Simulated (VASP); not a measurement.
Data:

```
AgInTe2
1.0
    4.46942     0.00000     0.00000
    0.00000     4.46942     0.00000
    0.00000     0.00000     6.38186
In Ag Te
1 1 2
Direct
  0.50000   0.50000   0.50000
  0.00000   0.00000   0.00000
  0.00000   0.50000   0.23730
  0.50000   0.00000   0.76270
```

Method: LDA (Ceperley-Alder, Perdew-Zunger), VASP's LDA PAW potentials (set 64) (plane waves; VASP). Settings: 400 eV cut-off, 8×8×6 Γ-centred mesh, tetrahedra with Blöchl corrections, potentials In_d Ag Te.

Unless said otherwise, spin-orbit coupling is left out, though it shifts the bands of the heavy elements here.

Q: Estimate the energy per atom (σ→0), band gap (on the k-mesh) with the smallest direct gap where there is one.

A: 
- band gap (on the k-mesh): none (metal, semimetal or under 0.01 eV)
- energy per atom (σ→0): -3.855 eV/atom

The structure comes from a computed database's InAgTe2 entry (P-4m2); how it stands against other phases isn't given here. It was relaxed first, which changed the volume by -6 %.
